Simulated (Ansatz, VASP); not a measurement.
## Al32H (interstitial H in fcc Al, hop from a tetrahedral to the next octahedral site): VASP beside Ansatz

One calculation is typed for both programs; each brings its own data sets. How far apart do they land? Of the first pair: The structure shown is the start of the Ansatz relaxation below; VASP solves that cell, so the two are compared at the walk's first step.

Main program and level: Ansatz 0.2.0; plane waves, with VASP 6.6.1 beside it; single point at PBE.

## 1. The starting structure

The cell holds 33 atoms: 32 Al and 1 H. Cell: a = 8.080 Å, b = 8.080 Å, c = 8.080 Å, α = 90.0°, β = 90.0°, γ = 90.0°. It derives from Al (Al (Fm-3m)). Nearest the centre at fractional (0.375, 0.375, 0.375): H33 at 0.00 Å, Al29 at 1.75 Å, Al18 at 1.75 Å, Al8 at 1.75 Å, Al11 at 1.75 Å, Al22 at 3.35 Å, Al16 at 3.35 Å, Al24 at 3.35 Å.

## 2. Ansatz: relaxation, PBE

Ansatz runs on its default PAW (the set named soft_2) files.

The two programs are compared at the cell with which this relaxation starts, whose forces are those of its first step.

Contents of input.yaml:

```yaml
relax:
  f_tol: 0.02
  max_steps: 80
  escape_saddle: false
crystal:
  lattice:
    - [8.0800268, 0.0, 0.0]
    - [0.0, 8.0800268, 0.0]
    - [0.0, 0.0, 8.0800268]
  atoms:
    - { symbol: Al, position: [0.0, 0.0, 0.0] }
    - { symbol: Al, position: [0.0, 0.25, 0.25] }
    - { symbol: Al, position: [0.25, 0.0, 0.25] }
    - { symbol: Al, position: [0.25, 0.25, 0.0] }
    - { symbol: Al, position: [0.0, 0.0, 0.5] }
    - { symbol: Al, position: [0.0, 0.25, 0.75] }
    - { symbol: Al, position: [0.25, 0.0, 0.75] }
    - { symbol: Al, position: [0.25, 0.25, 0.5] }
    - { symbol: Al, position: [0.0, 0.5, 0.0] }
    - { symbol: Al, position: [0.0, 0.75, 0.25] }
    - { symbol: Al, position: [0.25, 0.5, 0.25] }
    - { symbol: Al, position: [0.25, 0.75, 0.0] }
    - { symbol: Al, position: [0.0, 0.5, 0.5] }
    - { symbol: Al, position: [0.0, 0.75, 0.75] }
    - { symbol: Al, position: [0.25, 0.5, 0.75] }
    - { symbol: Al, position: [0.25, 0.75, 0.5] }
    - { symbol: Al, position: [0.5, 0.0, 0.0] }
    - { symbol: Al, position: [0.5, 0.25, 0.25] }
    - { symbol: Al, position: [0.75, 0.0, 0.25] }
    - { symbol: Al, position: [0.75, 0.25, 0.0] }
    - { symbol: Al, position: [0.5, 0.0, 0.5] }
    - { symbol: Al, position: [0.5, 0.25, 0.75] }
    - { symbol: Al, position: [0.75, 0.0, 0.75] }
    - { symbol: Al, position: [0.75, 0.25, 0.5] }
    - { symbol: Al, position: [0.5, 0.5, 0.0] }
    - { symbol: Al, position: [0.5, 0.75, 0.25] }
    - { symbol: Al, position: [0.75, 0.5, 0.25] }
    - { symbol: Al, position: [0.75, 0.75, 0.0] }
    - { symbol: Al, position: [0.5, 0.5, 0.5] }
    - { symbol: Al, position: [0.5, 0.75, 0.75] }
    - { symbol: Al, position: [0.75, 0.5, 0.75] }
    - { symbol: Al, position: [0.75, 0.75, 0.5] }
    - { symbol: H, position: [0.375, 0.375, 0.375] }
basis:
  ecutwfc: 420
  xc_grid: 2
hamiltonian:
  xc: pbe
kpoints:
  mp_grid: { grid: [3, 3, 3] }
scf:
  occupations: { method: fermi_dirac, width: 0.05 }
  max_iter: 120
output:
  forces: true
checkpoint:
  write: "../start.run"
  compress: false
  write_wavefunctions: true
  write_every: 100000
```

Command:

```console
> ansatz run input.yaml --threads 4 --pin off --max-ram 7536MiB --backend cpu --events-out ev --progress --plain --runs-dir out
```

Numbers of over 12 decimals in the logs are rounded to 6 here.

The program printed:

```text
Engine: ansatz 0.2.0, x86_64-unknown-linux-gnu
Pseudopotentials: kind: paw
Pseudopotential: Al, paw, valence charge 3, recommended cutoff 420 eV (normal), Al.paw.azcp
Pseudopotential: H, paw, valence charge 1, recommended cutoff 420 eV (normal), H.paw.azcp
Functional definition: PBE
  parameter kappa = 0.804
  parameter beta = 0.066725
  exchange = pbe_x(kappa = kappa, mu = beta*pi^2/3)
  correlation = pbe_c(beta = beta)
Crystal: 33 atoms, lattice volume = 527.519 Å³
Basis set: ecut = 420 eV, 10395 PW (Γ), exchange–correlation on 120×120×120 points (8 copies of the dense FFT grid, shifted against one another)
Bands: 82, of which v1, the nominal top of the filled ones, is band 49 counted from 1 (48 counted from 0)
Symmetry: 24 space group operations
Space group: P-43m (ITA 215), of the structure as read, at distance tolerance 8.1e-5 Å
k-points: 4 of 27 (time reversal used)
Non-local potential: Al, projectors of the file, l = 0: 2, l = 1: 2, l = 2: 1
Non-local potential: H, projectors of the file, l = 0: 2, l = 1: 1
PAW form: soft (Blöchl's): semilocal exchange-correlation on the pseudo side does not see the compensation charge
PAW one-centre angular grid: Al, 110 points (default); XC on 64 Gauss nodes
PAW one-centre angular grid: H, 110 points (default); XC on 64 Gauss nodes
Initial density: superposition of atomic densities (neutral atoms: chi_scale 0, normalization atom), corrected by the library's trained network
Initial wavefunctions: pseudopotential atomic-orbital guess
Functional: x = pbe(κ = 0.804, μ = 0.219515), c = pbe(β = 0.066725)
SCF iter   1: F=—  HF=-17215.743463 eV  |F-HF|=—  |Δ(HF+E_count)|=         —  Δρ=9.37e-4  dr2=5.14e-3  ethr=1.77e-3  ⟨swp⟩=5.5  Hψ=1404  notcnv=0  defer=27
preconditioner: auto → Kerker (q_TF=auto, 2.057 Å⁻¹)  [metal: Δε(μ)=0.116 eV  Ē_g=6.949 eV  σ=0.050 eV  W_gap=0.41  n_scr=80 (ndim 8)  ℏωp=15.9 eV  f_vac=0.000  D(μ)=7.04/eV (n_scr^D=26)]
SCF iter   2: F=—  HF=-17215.743965 eV  |F-HF|=—  |Δ(HF+E_count)|=   5.02e-4  Δρ=5.52e-4  dr2=1.84e-3  ethr=5.30e-6  ⟨swp⟩=2.2  Hψ=514  notcnv=0  defer=36
SCF iter   3: F=—  HF=-17215.743926 eV  |F-HF|=—  |Δ(HF+E_count)|=   3.87e-5  Δρ=6.18e-5  dr2=4.94e-5  ethr=1.90e-6  ⟨swp⟩=2.0  Hψ=457  notcnv=0  defer=36
iter 4 did not close the SCF: its close was put off for the readings that it lacked (scf_convergence_deferred on its scf_iter line)
SCF iter   4: F=-17215.743918 eV  HF=-17215.743919 eV  |F-HF|=1.23e-6  |Δ(HF+E_count)|=   7.04e-6  Δρ=1.74e-5  dr2=2.36e-6  ethr=5.09e-8  ⟨swp⟩=2.0  Hψ=433  notcnv=0  defer=36
iter 5 did not close the SCF: its close was put off for the readings that it lacked (scf_convergence_deferred on its scf_iter line)
SCF iter   5: F=-17215.743918 eV  HF=-17215.743918 eV  |F-HF|=9.24e-8  |Δ(HF+E_count)|=   6.06e-7  Δρ=3.53e-6  dr2=1.37e-7  ethr=2.43e-9  ⟨swp⟩=2.2  Hψ=458  notcnv=0  defer=36
SCF iter   6: F=-17215.743918 eV  HF=-17215.743918 eV  |F-HF|=1.16e-9  |Δ(HF+E_count)|=   3.31e-8  Δρ=4.83e-7  dr2=2.00e-9  ethr=1.41e-10  ⟨swp⟩=1.0  Hψ=770  notcnv=0
SCF 1 converged in 6 iterations: F = -17215.743918 eV  dr2 = 2.00e-9
  greatest PAW one-centre occupation: 0.452 electrons in one spin orbital (limit 2), on the Al atom at site 31 (counted from 0), in its partial waves of l = 0
relax step   1: F+E_penalty+E_count = -17215.74391836 eV  Δ(F+E_penalty+E_count) = +0.000e0 eV  max|allowed force component| = 7.457e-1 eV/Å  Δτ_max = 0.0000 Å  (6 SCF iters, dr2 threshold 1.00e-5 eV, accepted)
Initial density: handed on by an earlier stage of this run
Initial wavefunctions: those handed on with the density
iter 1 solved again at ethr=1.58e-4 eV; its pass at ethr=3.10e-3 eV (dr2=1.53e-1 eV) is discarded
SCF iter   1: F=—  HF=-17216.067426 eV  |F-HF|=—  |Δ(HF+E_count)|=         —  Δρ=2.75e-3  dr2=1.39e-1  ethr=1.58e-4  ⟨swp⟩=1.0  Hψ=1433  notcnv=0  defer=52
preconditioner: auto → Kerker (q_TF=auto, 2.057 Å⁻¹)  [metal: Δε(μ)=0.173 eV  Ē_g=6.930 eV  σ=0.050 eV  W_gap=0.48  n_scr=80 (ndim 8)  ℏωp=15.9 eV  f_vac=0.000  D(μ)=7.27/eV (n_scr^D=32)]
SCF iter   2: F=—  HF=-17216.047733 eV  |F-HF|=—  |Δ(HF+E_count)|=   1.97e-2  Δρ=1.39e-3  dr2=3.72e-2  ethr=1.43e-4  ⟨swp⟩=1.2  Hψ=267  notcnv=0  defer=52
SCF iter   3: F=—  HF=-17216.040767 eV  |F-HF|=—  |Δ(HF+E_count)|=   6.97e-3  Δρ=1.70e-4  dr2=1.47e-4  ethr=3.84e-5  ⟨swp⟩=2.2  Hψ=428  notcnv=0  defer=52
SCF iter   4: F=—  HF=-17216.040543 eV  |F-HF|=—  |Δ(HF+E_count)|=   2.25e-4  Δρ=2.13e-5  dr2=2.42e-6  ethr=1.51e-7  ⟨swp⟩=2.0  Hψ=488  notcnv=0  defer=53
SCF iter   5: F=-17216.040542 eV  HF=-17216.040543 eV  |F-HF|=3.82e-8  |Δ(HF+E_count)|=   8.36e-8  Δρ=3.04e-6  dr2=7.87e-8  ethr=2.50e-9  ⟨swp⟩=3.0  Hψ=592  notcnv=0
SCF 2 converged in 5 iterations: F = -17216.040542 eV  dr2 = 7.87e-8
  greatest PAW one-centre occupation: 0.452 electrons in one spin orbital (limit 2), on the Al atom at site 16 (counted from 0), in its partial waves of l = 0
[...]
SCF converged after 3 iterations
Free energy (F): -17216.055399 eV
Harris-Foulkes:  -17216.055399 eV  (|F-HF|=3.39e-9)
Internal energy: -17215.987567 eV  (E = F + TS)
E sigma→0 (E₀):  -17216.021483 eV
Entropy (-TS):   -0.067832 eV (-2.056 meV/atom)
Fermi energy:    7.854315 eV
--- Per-component energies (eV) ---
  E_band       = 339.530093
  E_kinetic    = 745.394020
  E_local      = 304.803582  (includes V_loc(G=0)·N_el)
  E_nonlocal   = 333.749481
  E_hartree    = 7.335659
  E_xc         = -1282.493928
  E_vxc        = -940.896916  (∫ρ·V_xc dr)
  E_paw        = -14955.737283  (= ΣΔE_a)
  E_vpaw       = -118.190200  (= ΣTr[D̂ρ^β])
  E_aug_tail   = -0.001264  (compensation charges beyond the density's cutoff)
  E_ewald      = -2369.037835
  E_smearing   = -0.067832  (= −TS)
  E_closure    = 0.000000  (closes the sum)
  Σ components = -17216.055399   (vs F -17216.055399, Δ=0.00e0)
--- Forces (eV/Å), atoms counted from 1 ---
  atom   1  Al    -0.00334717    -0.00334717    -0.00334717
  atom   2  Al    -0.00255942    -0.00411796    -0.00411796
  atom   3  Al    -0.00411796    -0.00255942    -0.00411796
  atom   4  Al    -0.00411796    -0.00411796    -0.00255942
  atom   5  Al     0.00234423     0.00234423     0.00761522
  atom   6  Al     0.00234423    -0.00761522    -0.00234423
  atom   7  Al    -0.00761522     0.00234423    -0.00234423
  atom   8  Al     0.00410260     0.00410260    -0.00410260
  atom   9  Al     0.00234423     0.00761522     0.00234423
  atom  10  Al     0.00234423    -0.00234423    -0.00761522
  atom  11  Al     0.00410260    -0.00410260     0.00410260
  atom  12  Al    -0.00761522    -0.00234423     0.00234423
  atom  13  Al    -0.00255942     0.00411796     0.00411796
  atom  14  Al    -0.00334717     0.00334717     0.00334717
  atom  15  Al    -0.00411796     0.00411796     0.00255942
  atom  16  Al    -0.00411796     0.00255942     0.00411796
  atom  17  Al     0.00761522     0.00234423     0.00234423
  atom  18  Al    -0.00410260     0.00410260     0.00410260
  atom  19  Al    -0.00234423     0.00234423    -0.00761522
  atom  20  Al    -0.00234423    -0.00761522     0.00234423
  atom  21  Al     0.00411796    -0.00255942     0.00411796
  atom  22  Al     0.00411796    -0.00411796     0.00255942
  atom  23  Al     0.00334717    -0.00334717     0.00334717
  atom  24  Al     0.00255942    -0.00411796     0.00411796
  atom  25  Al     0.00411796     0.00411796    -0.00255942
  atom  26  Al     0.00411796     0.00255942    -0.00411796
  atom  27  Al     0.00255942     0.00411796    -0.00411796
  atom  28  Al     0.00334717     0.00334717    -0.00334717
  atom  29  Al    -0.00410260    -0.00410260    -0.00410260
  atom  30  Al     0.00761522    -0.00234423    -0.00234423
  atom  31  Al    -0.00234423     0.00761522    -0.00234423
  atom  32  Al    -0.00234423    -0.00234423     0.00761522
  atom  33  H      0.00000000    -0.00000000     0.00000000
  max |Σ_I F_I| component: 6.70e-17 eV/Å
--- Band table (eV) ---
  k-point 0: bands = [... 45 lower, 8.0822, 8.0822, 8.0822, 8.1501, 8.1501, 8.1501, 8.6057, 9.0259, ... 29 higher]
  k-point 1: bands = [... 45 lower, 7.3486, 7.3531, 7.3531, 7.8551, 8.0263, 8.0263, 8.0434, 8.6001, ... 29 higher]
  k-point 2: bands = [... 45 lower, 6.8800, 7.6347, 7.6798, 8.3341, 8.4630, 8.8390, 8.8908, 8.8955, ... 29 higher]
  k-point 3: bands = [... 45 lower, 7.6850, 7.6850, 7.7255, 7.7381, 7.7381, 8.4030, 8.8063, 8.9940, ... 29 higher]
--- Relaxed structure (4 steps of the walk, 4 accepted, 0 SCFs on fresh bases) ---
  F+E_penalty+E_count = -17216.05539898 eV   max|allowed force component| = 7.615e-3 eV/Å
  atoms:
    - { symbol: Al, position: [0.000105321, 0.000105321, 0.000105321] }
    - { symbol: Al, position: [0.000904482, 0.250624, 0.250624] }
    - { symbol: Al, position: [0.250624, 0.000904482, 0.250624] }
    - { symbol: Al, position: [0.250624, 0.250624, 0.000904482] }
    - { symbol: Al, position: [-0.00232636, -0.00232636, 0.500540] }
    - { symbol: Al, position: [-0.00232636, 0.249460, 0.752326] }
    - { symbol: Al, position: [0.249460, -0.00232636, 0.752326] }
    - { symbol: Al, position: [0.240869, 0.240869, 0.509131] }
    - { symbol: Al, position: [-0.00232636, 0.500540, -0.00232636] }
    - { symbol: Al, position: [-0.00232636, 0.752326, 0.249460] }
    - { symbol: Al, position: [0.240869, 0.509131, 0.240869] }
    - { symbol: Al, position: [0.249460, 0.752326, -0.00232636] }
    - { symbol: Al, position: [0.000904482, 0.499376, 0.499376] }
    - { symbol: Al, position: [0.000105321, 0.749895, 0.749895] }
    - { symbol: Al, position: [0.250624, 0.499376, 0.749096] }
    - { symbol: Al, position: [0.250624, 0.749096, 0.499376] }
    - { symbol: Al, position: [0.500540, -0.00232636, -0.00232636] }
    - { symbol: Al, position: [0.509131, 0.240869, 0.240869] }
    - { symbol: Al, position: [0.752326, -0.00232636, 0.249460] }
    - { symbol: Al, position: [0.752326, 0.249460, -0.00232636] }
    - { symbol: Al, position: [0.499376, 0.000904482, 0.499376] }
    - { symbol: Al, position: [0.499376, 0.250624, 0.749096] }
    - { symbol: Al, position: [0.749895, 0.000105321, 0.749895] }
    - { symbol: Al, position: [0.749096, 0.250624, 0.499376] }
    - { symbol: Al, position: [0.499376, 0.499376, 0.000904482] }
    - { symbol: Al, position: [0.499376, 0.749096, 0.250624] }
    - { symbol: Al, position: [0.749096, 0.499376, 0.250624] }
    - { symbol: Al, position: [0.749895, 0.749895, 0.000105321] }
    - { symbol: Al, position: [0.509131, 0.509131, 0.509131] }
    - { symbol: Al, position: [0.500540, 0.752326, 0.752326] }
    - { symbol: Al, position: [0.752326, 0.500540, 0.752326] }
    - { symbol: Al, position: [0.752326, 0.752326, 0.500540] }
    - { symbol: H, position: [0.375, 0.375, 0.375] }
```

In the SCF lines HF is the Harris–Foulkes energy and dr2 the Hartree energy of the density residual, in eV; the loop may stop once dr2 is under the threshold and the program's other checks hold. Hψ counts applications of the Hamiltonian.

## 3. VASP: single point, PBE, start cell, pair 1

The same cell, functional, mesh and smearing now go to VASP, with its own data sets.

Lines of VASP's logs that name or quote its potential files are left out, and so is its time.

Contents of INCAR:

```
SYSTEM = Al32H
PREC = Accurate
ENCUT = 400
EDIFF = 1E-06
NELM = 120
ISMEAR = -1
SIGMA = 0.05
LREAL = Auto
ALGO = Normal
GGA = PE
NBANDS = 72
LORBIT = 11
LWAVE = .FALSE.
LCHARG = .FALSE.
ISIF = 2
LASPH = .TRUE.
GGA_COMPAT = .FALSE.
KPAR = 4
```

Contents of POSCAR:

```
Al32H
1.0
    8.0800268008      0.0000000000      0.0000000000
    0.0000000000      8.0800268008      0.0000000000
    0.0000000000      0.0000000000      8.0800268008
Al H
32 1
Direct
    0.0000000000      0.0000000000      0.0000000000
    0.0000000000      0.2500000372      0.2500000372
    0.2500000372      0.0000000000      0.2500000372
    0.2500000372      0.2500000372      0.0000000000
    0.0000000000      0.0000000000      0.4999999505
    0.0000000000      0.2500000372      0.7499999876
    0.2500000372      0.0000000000      0.7499999876
    0.2500000372      0.2500000372      0.4999999505
    0.0000000000      0.4999999505      0.0000000000
    0.0000000000      0.7499999876      0.2500000372
    0.2500000372      0.4999999505      0.2500000372
    0.2500000372      0.7499999876      0.0000000000
    0.0000000000      0.4999999505      0.4999999505
    0.0000000000      0.7499999876      0.7499999876
    0.2500000372      0.4999999505      0.7499999876
    0.2500000372      0.7499999876      0.4999999505
    0.4999999505      0.0000000000      0.0000000000
    0.4999999505      0.2500000372      0.2500000372
    0.7499999876      0.0000000000      0.2500000372
    0.7499999876      0.2500000372      0.0000000000
    0.4999999505      0.0000000000      0.4999999505
    0.4999999505      0.2500000372      0.7499999876
    0.7499999876      0.0000000000      0.7499999876
    0.7499999876      0.2500000372      0.4999999505
    0.4999999505      0.4999999505      0.0000000000
    0.4999999505      0.7499999876      0.2500000372
    0.7499999876      0.4999999505      0.2500000372
    0.7499999876      0.7499999876      0.0000000000
    0.4999999505      0.4999999505      0.4999999505
    0.4999999505      0.7499999876      0.7499999876
    0.7499999876      0.4999999505      0.7499999876
    0.7499999876      0.7499999876      0.4999999505
    0.3749999938      0.3749999938      0.3749999938
```

Contents of KPOINTS:

```
Automatic mesh
0
Gamma
3 3 3
0 0 0
```

Potentials, in the order of the species: Al and H (PBE family, release 64).

Command:

```console
> mpirun -np 4 vasp_std
```

The program printed:

```text
[banner, memory and clock lines left out]
running    4 mpi-ranks, on    1 nodes
[...]
LDA part: xc-table for (Slater+PW92), standard interpolation
 POSCAR, INCAR and KPOINTS ok, starting setup
[...]
entering main loop
       N       E                     dE             d eps       ncg     rms          rms(c)
DAV:   1     0.971658005485E+02    0.97166E+02   -0.28573E+04   576   0.871E+02
DAV:   2    -0.112341616028E+03   -0.20951E+03   -0.19500E+03   680   0.128E+02
DAV:   3    -0.123855167447E+03   -0.11514E+02   -0.11105E+02   720   0.252E+01
DAV:   4    -0.124053194497E+03   -0.19803E+00   -0.19676E+00   656   0.356E+00
[...]
DAV:  11    -0.123044633519E+03    0.54372E-04   -0.13372E-04   680   0.326E-02    0.563E-02
DAV:  12    -0.123044625193E+03    0.83256E-05   -0.81444E-05   648   0.191E-02    0.104E-02
DAV:  13    -0.123044625477E+03   -0.28428E-06   -0.45087E-06   568   0.534E-03
   1 F= -.12304463E+03 E0= -.12301156E+03  d E =-.661392E-01
```

Parts of OUTCAR (step 3):

```text
  Total        3.4972361      3.4972361      3.4972361      0.0000000      0.0000000      0.0000000
  in kB       10.6217759     10.6217759     10.6217759      0.0000000      0.0000000      0.0000000
  external PRESSURE =      10.6217759 kB  Pullay stress =       0.0000000 kB

 POSITION                                       TOTAL-FORCE (eV/Angst)
 -----------------------------------------------------------------------------------
      0.00000      0.00000      0.00000        -0.013370     -0.013370     -0.013370
      0.00000      2.02001      2.02001         0.026138      0.008505      0.008505
      2.02001      0.00000      2.02001         0.008505      0.026138      0.008505
      2.02001      2.02001      0.00000         0.008505      0.008505      0.026138
      0.00000      0.00000      4.04001        -0.026422     -0.026422      0.004337
      0.00000      2.02001      6.06002        -0.026422     -0.004337      0.026422
      2.02001      0.00000      6.06002        -0.004337     -0.026422      0.026422
      2.02001      2.02001      4.04001        -0.745654     -0.745654      0.745654
      0.00000      4.04001      0.00000        -0.026422      0.004337     -0.026422
      0.00000      6.06002      2.02001        -0.026422      0.026422     -0.004337
      2.02001      4.04001      2.02001        -0.745654      0.745654     -0.745654
      2.02001      6.06002      0.00000        -0.004337      0.026422     -0.026422
      0.00000      4.04001      4.04001         0.026138     -0.008505     -0.008505
      0.00000      6.06002      6.06002        -0.013370      0.013370      0.013370
[...]
-----------------------------------------------------------------------------------
    total drift:                                0.000000      0.000000      0.000000

  FREE ENERGIE OF THE ION-ELECTRON SYSTEM (eV)
  ---------------------------------------------------
  free  energy   TOTEN  =      -123.0446254772 eV

  energy  without entropy=     -122.9784862594  energy(sigma->0) =     -123.01155587

[... 3 further parts left out ...]
[key lines of the parts left out:]
E-fermi :   7.9237
```

The run ends at a pressure of 1.06 GPa, with forces up to 1.3 eV/Å.

## 4. Side by side

Known differences besides the potentials themselves: the cutoff is 420 eV in Ansatz and 400 eV in VASP (PREC = Accurate, projectors in real space). Total energies have different zeros and are not compared.

Forces on 9 of the 33 atoms, those with the largest forces and the largest differences (eV/Å; atoms numbered as in POSCAR):

```csv
atom,"Ansatz x, y, z","VASP x, y, z"
Al5,"-0.026, -0.026, 0.004","-0.026, -0.026, 0.004"
Al6,"-0.026, -0.004, 0.026","-0.026, -0.004, 0.026"
Al7,"-0.004, -0.026, 0.026","-0.004, -0.026, 0.026"
Al8,"-0.746, -0.746, 0.746","-0.746, -0.746, 0.746"
Al10,"-0.026, 0.026, -0.004","-0.026, 0.026, -0.004"
Al11,"-0.746, 0.746, -0.746","-0.746, 0.746, -0.746"
Al12,"-0.004, 0.026, -0.026","-0.004, 0.026, -0.026"
Al18,"0.746, -0.746, -0.746","0.746, -0.746, -0.746"
Al29,"0.746, 0.746, 0.746","0.746, 0.746, 0.746"
```

The forces differ by 0.1 meV/Å r.m.s., which is 0.1 % of the r.m.s. force of 0.260 eV/Å (both taken over all components).

[end of part 1 of 2]

[Lines on the potential files, build, host, timing and source positions are cut from VASP's logs without a mark.]

[Logs are printed without paths, hosts, clocks, repeated set-up lines and the standing remarks that a program may print on its own settings, such as how far it seeks lower states.]

[Hosts, paths, dates, database ids (printed as entryN), source tags and the programs' standing remarks are cut or masked in the printed files.]
